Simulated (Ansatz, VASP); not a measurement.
# Cross-check of ZnSe (ZnSe, zinc blende or diamond type, a = 5.74 A) between VASP and Ansatz

Wanted: the spread between two codes on one cell, functional and k mesh. The cell is taken from a series of runs on this material, whose earlier steps may have relaxed, scaled, displaced or heated it; both programs get it as it stands.

Calculated with Ansatz 0.2.0; plane waves, with VASP 6.6.1 beside it; single point at PBE.

## (1) Set-up

The structure is cubic, space group F-43m (No. 216). Conventional cell: a = 5.740 Å, b = 5.740 Å, c = 5.740 Å, α = 90.00°, β = 90.00°, γ = 90.00°. Zn has 4 Se at 2.49 Å nearest. Nearest to Se lie 4 Zn at 2.49 Å. Farther neighbours and most contacts between anions are not listed.

## (2) Ansatz: single point, PBE

Ansatz runs on its default PAW (the set named soft_2) files.

With cell and atoms fixed, the geometry can't cause a difference; cores, projectors, grids and the points listed under the comparison can.

File input.yaml:

```yaml
crystal:
  lattice:
    - [4.058792924, 0.0, 0.0]
    - [0.0, 4.058792924, 0.0]
    - [0.0, 0.0, 5.74]
  atoms:
    - { symbol: Zn, position: [0.0, 0.0, 0.0] }
    - { symbol: Se, position: [0.5, 0.0, 0.25] }
    - { symbol: Zn, position: [0.5, 0.5, 0.5] }
    - { symbol: Se, position: [0.0, 0.5, 0.75] }
kpoints:
  mp_grid: { grid: [6, 6, 6] }
hamiltonian:
  xc: pbe
scf:
  occupations: { method: fixed }
  convergence: { dr2_threshold: 1.0e-09 }
output:
  transmission:
    leads: [[0, 0]]
    kpoints: [[0, 0], [0.5, 0], [0.5, 0.5], [0.25, 0]]
    e_range: [-2.04, 3.0]
    de: 0.12
```

Command:

```bash
$ ansatz run input.yaml --threads 8 --pin off --max-ram 16384MiB --backend cpu --events-out ev --progress --plain --runs-dir out
```

Numbers of over 12 decimals in the logs are rounded to 6 here.

What it wrote:

```text
Engine: ansatz 0.2.0, aarch64-unknown-linux-gnu
Pseudopotentials: kind: paw
Pseudopotential: Zn, paw, valence charge 12, recommended cutoff 420 eV (normal), Zn.paw.azcp
Pseudopotential: Se, paw, valence charge 16, recommended cutoff 420 eV (normal), Se.paw.azcp
Functional definition: PBE
  parameter kappa = 0.804
  parameter beta = 0.066725
  exchange = pbe_x(kappa = kappa, mu = beta*pi^2/3)
  correlation = pbe_c(beta = beta)
Crystal: 4 atoms, lattice volume = 94.560 Å³
Basis set: ecut = 420 eV, 1875 PW (Γ)
Bands: 34, of which v1, the nominal top of the filled ones, is band 28 counted from 1 (27 counted from 0)
Symmetry: 16 space group operations
Space group: F-43m (ITA 216), of the structure as read, at distance tolerance 4.6e-5 Å
k-points: 40 of 216 (time reversal used)
Non-local potential: Zn, projectors of the file, l = 0: 2, l = 1: 2, l = 2: 3, l = 3: 1
Non-local potential: Se, projectors of the file, l = 0: 2, l = 1: 2, l = 2: 3, l = 3: 1
PAW form: soft (Blöchl's): semilocal exchange-correlation on the pseudo side does not see the compensation charge
PAW one-centre angular grid: Zn, 590 points (default); XC on 64 Gauss nodes
PAW one-centre angular grid: Se, 590 points (default); XC on 64 Gauss nodes
Initial density: superposition of atomic densities (neutral atoms: chi_scale 0, normalization atom), corrected by the library's trained network
Initial wavefunctions: pseudopotential atomic-orbital guess
Functional: x = pbe(κ = 0.804, μ = 0.219515), c = pbe(β = 0.066725)
SCF iter   1: F=—  HF=-17579.070323 eV  |F-HF|=—  |Δ(HF+E_count)|=         —  Δρ=7.53e-4  dr2=8.80e-4  ethr=1.77e-3  ⟨swp⟩=5.0  Hψ=5027  notcnv=0  defer=147
preconditioner: auto → Resta (q_TF=auto, 2.500 Å⁻¹)  ε∞=5.3  [insulator: Δε(μ)=1.130 eV  Ē_g=10.986 eV  n_scr=28 (ndim 8)  ℏωp=22.9 eV  f_vac=0.131  ε∞_Penn≈5.3]
SCF iter   2: F=—  HF=-17579.070137 eV  |F-HF|=—  |Δ(HF+E_count)|=   1.86e-4  Δρ=4.77e-4  dr2=3.22e-4  ethr=1.57e-6  ⟨swp⟩=2.0  Hψ=2061  notcnv=0  defer=160
SCF iter   3: F=—  HF=-17579.070198 eV  |F-HF|=—  |Δ(HF+E_count)|=   6.12e-5  Δρ=3.85e-4  dr2=6.82e-5  ethr=5.74e-7  ⟨swp⟩=2.0  Hψ=2085  notcnv=0  defer=160
SCF iter   4: F=—  HF=-17579.070159 eV  |F-HF|=—  |Δ(HF+E_count)|=   3.93e-5  Δρ=1.03e-4  dr2=9.32e-6  ethr=1.22e-7  ⟨swp⟩=2.0  Hψ=1925  notcnv=0  defer=75
SCF iter   5: F=—  HF=-17579.070164 eV  |F-HF|=—  |Δ(HF+E_count)|=   5.21e-6  Δρ=4.34e-5  dr2=3.81e-6  ethr=1.66e-8  ⟨swp⟩=3.0  Hψ=2402  notcnv=0  defer=75
SCF iter   6: F=—  HF=-17579.070165 eV  |F-HF|=—  |Δ(HF+E_count)|=   1.04e-6  Δρ=1.45e-5  dr2=3.01e-7  ethr=6.80e-9  ⟨swp⟩=2.0  Hψ=2405  notcnv=0  defer=75
SCF iter   7: F=—  HF=-17579.070165 eV  |F-HF|=—  |Δ(HF+E_count)|=   4.07e-7  Δρ=4.59e-6  dr2=3.72e-8  ethr=5.37e-10  ⟨swp⟩=2.0  Hψ=2405  notcnv=0  defer=75
SCF iter   8: F=—  HF=-17579.070165 eV  |F-HF|=—  |Δ(HF+E_count)|=   8.23e-8  Δρ=1.02e-6  dr2=1.08e-9  ethr=6.63e-11  ⟨swp⟩=2.0  Hψ=2005  notcnv=0  defer=75
SCF iter   9: F=-17579.070165 eV  HF=-17579.070165 eV  |F-HF|=5.46e-11  |Δ(HF+E_count)|=   2.91e-9  Δρ=1.37e-7  dr2=2.87e-11  ethr=1.79e-12  ⟨swp⟩=7.3  Hψ=5118  notcnv=0
SCF 1 converged in 9 iterations: F = -17579.070165 eV  dr2 = 2.87e-11
  greatest PAW one-centre occupation: 1.000 electrons in one spin orbital (limit 2), on the Se atom at site 3 (counted from 0), in its partial waves of l = 2
transmission: 8 of 32 steps passed
transmission: 16 of 32 steps passed
transmission: 24 of 32 steps passed
transmission: 32 of 32 steps passed
SCF converged after 9 iterations
Free energy (F): -17579.070165 eV
Harris-Foulkes:  -17579.070165 eV  (|F-HF|=5.46e-11)
Internal energy: -17579.070165 eV  (E = F + TS)
E sigma→0 (E₀):  -17579.070165 eV
Fermi energy:    6.268035 eV
--- Per-component energies (eV) ---
  E_band       = -785.691608
  E_kinetic    = 498.511804
  E_local      = -8895.882581  (includes V_loc(G=0)·N_el)
  E_nonlocal   = 37.465277
  E_hartree    = 4115.681317
  E_xc         = -481.951832
  E_vxc        = -299.167386  (∫ρ·V_xc dr)
  E_paw        = -7479.646419  (= ΣΔE_a)
  E_vpaw       = -357.979808  (= ΣTr[D̂ρ^β])
  E_aug_tail   = -0.001853  (compensation charges beyond the density's cutoff)
  E_ewald      = -5373.245878
  E_smearing   = -0.000000  (= −TS)
  E_closure    = 0.000000  (closes the sum)
  Σ components = -17579.070165   (vs F -17579.070165, Δ=0.00e0)
--- Band table (eV; the first three rows and the last of 40) ---
  k-point 0: bands = [... 24 lower, 4.2165, 6.2675, 6.2680, 6.2680, 7.4054, 9.3414, 9.7297, 12.0871, ... 2 higher]
  k-point 1: bands = [... 24 lower, 4.3262, 5.4918, 6.0801, 6.0801, 8.2396, 9.4445, 9.8576, 11.7108, ... 2 higher]
  k-point 2: bands = [... 24 lower, 4.6374, 4.6374, 5.6265, 5.6265, 9.3808, 9.7554, 10.1360, 10.9814, ... 2 higher]
  k-point 39: bands = [... 24 lower, 3.6606, 3.6606, 3.7798, 3.7798, 11.6432, 11.6432, 11.7509, 11.7509, ... 2 higher]
--- Transmission ---
  basis      : 145 plane waves across, 8 finite elements along
  points     : 4, as listed
  energies   : 43 from -2.040000 to 3.000000 eV about the Fermi level, 0.120000 eV apart; the leads are filled to 0.568668 eV, and channels, transmission and decay are at 0.600000 eV
  crystal 0  : Se2Zn2, at the sites [0, 0], period 5.7400 Å: whole cells are its period
    offset         : up to 0.0000 Å between an atom of the period and one for which it stands
    channels       : 0.000000e0 a spin
    conductance    : none, the energies end too early or step too widely for 300 K: set another output.transmission.e_range or a lower de, or, where they end at an eighth of basis.ecutwfc, a higher one
    slowest decay  : 0.0819 /Å at (0.0000, 0.0000)
```

The column dr2 measures how far the density is from self-consistency, as an energy; F and HF (Harris–Foulkes) agree once it is small.

## (3) VASP: single point, PBE

The same cell, functional and mesh now go to VASP, with its own data sets.

Lines of VASP's logs that name or quote its potential files are left out, and so is its time.

File INCAR:

```
SYSTEM = ZnSe
PREC = Accurate
ENCUT = 400
EDIFF = 1E-06
NELM = 120
ISMEAR = 0
SIGMA = 0.01
LREAL = .FALSE.
ALGO = Normal
GGA = PE
NBANDS = 24
LORBIT = 11
LWAVE = .FALSE.
LCHARG = .FALSE.
ISIF = 2
LASPH = .TRUE.
GGA_COMPAT = .FALSE.
EFERMI = MIDGAP
```

File POSCAR:

```
ZnSe
1.0
    4.0587929240      0.0000000000      0.0000000000
    0.0000000000      4.0587929240      0.0000000000
    0.0000000000      0.0000000000      5.7400000000
Zn Se
2 2
Direct
    0.0000000000      0.0000000000      0.0000000000
    0.5000000000      0.5000000000      0.5000000000
    0.5000000000      0.0000000000      0.2500000000
    0.0000000000      0.5000000000      0.7500000000
```

File KPOINTS:

```
Automatic mesh
0
Gamma
6 6 6
0 0 0
```

PAW data sets: Zn and Se (PBE family, release 64).

Command:

```bash
$ mpirun -np 1 vasp_std
```

What it wrote:

```text
[banner, memory and clock lines left out]
running    1 mpi-ranks, on    1 nodes
 distrk:  each k-point on    1 cores,    1 groups
 distr:  one band on    1 cores,    1 groups

 POSCAR found type information on POSCAR ZnSe
 POSCAR found :  2 types and       4 ions
 LDA part: xc-table for (Slater+PW92), standard interpolation
 POSCAR, INCAR and KPOINTS ok, starting setup
 FFT: planning ... GRIDC
 FFT: planning ... GRID_SOFT
 FFT: planning ... GRID
 WAVECAR not read
 entering main loop
       N       E                     dE             d eps       ncg     rms          rms(c)
DAV:   1     0.202188407871E+03    0.20219E+03   -0.14774E+04  1920   0.142E+03
DAV:   2     0.382267585980E+01   -0.19837E+03   -0.19197E+03  2112   0.309E+02
DAV:   3    -0.124091446933E+02   -0.16232E+02   -0.16171E+02  2328   0.936E+01
DAV:   4    -0.126390488433E+02   -0.22990E+00   -0.22982E+00  2216   0.120E+01
DAV:   5    -0.126407496819E+02   -0.17008E-02   -0.17007E-02  2360   0.915E-01    0.629E+00
DAV:   6    -0.120752722632E+02    0.56548E+00   -0.13875E+00  2712   0.305E+01    0.485E+00
DAV:   7    -0.120593713472E+02    0.15901E-01   -0.74153E-01  2104   0.523E+00    0.194E+00
DAV:   8    -0.120593264611E+02    0.44886E-04   -0.18020E-02  2232   0.173E+00    0.613E-01
DAV:   9    -0.120597473371E+02   -0.42088E-03   -0.47580E-03  2448   0.112E+00    0.108E-01
DAV:  10    -0.120598560168E+02   -0.10868E-03   -0.60020E-04  2160   0.363E-01    0.524E-02
DAV:  11    -0.120599791637E+02   -0.12315E-03   -0.21723E-04  2080   0.935E-02    0.116E-02
DAV:  12    -0.120599841033E+02   -0.49396E-05   -0.10210E-05  2704   0.461E-02    0.619E-03
DAV:  13    -0.120599853852E+02   -0.12819E-05   -0.67693E-06  2024   0.207E-02    0.224E-03
DAV:  14    -0.120599853265E+02    0.58761E-07   -0.27408E-07  1336   0.586E-03
   1 F= -.12059985E+02 E0= -.12059985E+02  d E =0.000000E+00
```

From OUTCAR (step 3):

```text
ion  position               nearest neighbor table
   1  0.000  0.000  0.000-   3 2.49   4 2.49   4 2.49   3 2.49
   2  0.500  0.500  0.500-   3 2.49   4 2.49   3 2.49   4 2.49
   3  0.500  0.000  0.250-   1 2.49   2 2.49   2 2.49   1 2.49
   4  0.000  0.500  0.750-   1 2.49   2 2.49   1 2.49   2 2.49

  LATTYP: Found a simple tetragonal cell.
 ALAT       =     4.0587929240
 C/A-ratio  =     1.4142135624

 Subroutine GETGRP returns: Found  8 space group operations
 (whereof  8 operations were pure point group operations)

The static configuration has the point symmetry D_2d.

 Found     40 irreducible k-points:

   k-points           NKPTS =     40   k-points in BZ     NKDIM =     40   number of bands    NBANDS=     24

   dimension x,y,z NGX =    28 NGY =   28 NGZ =   40
   dimension x,y,z NGXF=    56 NGYF=   56 NGZF=   80

   ENCUT  =  400.0 eV  29.40 Ry    5.42 a.u.   6.62  6.62  9.36*2*pi/ulx,y,z

   NELECT =      36.0000    total number of electrons

 k-points in reciprocal lattice and weights: Automatic mesh
   0.00000000  0.00000000  0.00000000       0.005
   0.16666667  0.00000000  0.00000000       0.019
   0.33333333  0.00000000  0.00000000       0.019
   0.50000000  0.00000000  0.00000000       0.009
   0.16666667  0.16666667  0.00000000       0.019
   0.33333333  0.16666667  0.00000000       0.037
   0.50000000  0.16666667  0.00000000       0.019
   0.33333333  0.33333333  0.00000000       0.019
   0.50000000  0.33333333  0.00000000       0.019
[...]
0.50000000  0.33333333  0.50000000       0.019
   0.50000000  0.50000000  0.50000000       0.005

 average (electrostatic) potential at core
       1 -37.3242       2 -37.3242       3 -56.2122       4 -56.2122

 E-fermi :   1.8640

 k-point     1 :       0.0000    0.0000    0.0000
  band No.  band energies     occupation
    ...
     14      -0.7575      2.00000
     15      -0.7575      2.00000
     16       1.2948      2.00000
     17       1.2953      2.00000
     18       1.2953      2.00000
     19       2.4326      0.00000
     20       4.3631      0.00000
     21       4.7499      0.00000
     22       7.1040      0.00000
     23       7.1040      0.00000
    ...

 k-point     2 :       0.1667    0.0000    0.0000
  band No.  band energies     occupation
    ...
     14      -1.3086      2.00000
     15      -0.5867      2.00000
     16      -0.0719      2.00000
     17       0.9070      2.00000
     18       1.2154      2.00000
     19       3.6097      0.00000
     20       4.6946      0.00000
     21       5.7849      0.00000
     22       6.8556      0.00000
     23       7.2844      0.00000
    ...

 k-point     3 :       0.3333    0.0000    0.0000
  band No.  band energies     occupation
    ...
     14      -1.6716      2.00000
     15      -1.6228      2.00000
     16      -0.1337      2.00000
     17      -0.0616      2.00000
     18       0.9366      2.00000
     19       4.7278      0.00000
     20       5.1297      0.00000
     21       7.0284      0.00000
     22       7.5007      0.00000
     23       7.7813      0.00000
    ...

  Total       -0.1302042     -0.1302042     -0.1536706      0.0000000      0.0000000      0.0000000
  in kB       -2.2061235     -2.2061235     -2.6037287      0.0000000      0.0000000      0.0000000
  external PRESSURE =      -2.3386586 kB  Pullay stress =       0.0000000 kB

  energy-cutoff  :      400.00
  volume of cell :       94.56
      direct lattice vectors                 reciprocal lattice vectors
     4.058792924  0.000000000  0.000000000     0.246378669  0.000000000  0.000000000
     0.000000000  4.058792924  0.000000000     0.000000000  0.246378669  0.000000000
     0.000000000  0.000000000  5.740000000     0.000000000  0.000000000  0.174216028

 POSITION                                       TOTAL-FORCE (eV/Angst)
 -----------------------------------------------------------------------------------
      0.00000      0.00000      0.00000         0.000000     -0.000000      0.000000
      2.02940      2.02940      2.87000         0.000000     -0.000000      0.000000
      2.02940      0.00000      1.43500        -0.000000      0.000000     -0.000000
      0.00000      2.02940      4.30500        -0.000000      0.000000     -0.000000
 -----------------------------------------------------------------------------------
    total drift:                                0.000000      0.000000      0.000000

  FREE ENERGIE OF THE ION-ELECTRON SYSTEM (eV)
  ---------------------------------------------------
  free  energy   TOTEN  =       -12.0599853265 eV

  energy  without entropy=      -12.0599853265  energy(sigma->0) =      -12.05998533

 total charge
# of ion       s       p       d       tot
------------------------------------------
    1        0.526   0.418   9.782  10.726
    2        0.526   0.418   9.782  10.726
    3        1.438   2.408   0.027   3.873
    4        1.438   2.408   0.027   3.873
--------------------------------------------------
tot          3.928   5.652  19.617  29.197

[... 3 further parts left out ...]
```

The run ends at a pressure of -0.23 GPa.

## (4) Differences

Known differences besides the potentials themselves: fixed occupations in Ansatz, narrow Gaussian smearing in VASP; the data sets hold 56 valence electrons in Ansatz (on its default PAW (the set named soft_2) files) and 36 in VASP; the cutoff is 420 eV in Ansatz and 400 eV in VASP. Total energies have different zeros and are not compared.

The two programs side by side:

| quantity | Ansatz | VASP | difference |
| --- | --- | --- | --- |
| gap on the k mesh (eV) | 1.137 | 1.137 | 0.000 |

A gap on the mesh is an upper bound, since the band edges may lie between its points.

## (5) Outcome

| Property | Result |
| --- | --- |
| difference in gap on the k mesh (single point, PBE) | 4.0e-5 eV |

The difference in gap on the k mesh is 4.0e-5 eV (single point, PBE), within the 0.08 eV picked in this series as the mark of a large difference. The data sets hold unlike numbers of valence electrons (56 in Ansatz and 36 in VASP), so part of the differences comes from the potentials. How closely two codes agree says nothing of how well the functional describes the real material.

[Lines on the potential files, build, host, timing and source positions are cut from VASP's logs without a mark.]

[Logs are printed without paths, hosts, clocks, repeated set-up lines and the standing remarks that a program may print on its own settings, such as how far it seeks lower states.]

[Hosts, paths, dates, database ids (printed as entryN), source tags and the programs' standing remarks are cut or masked in the printed files.]
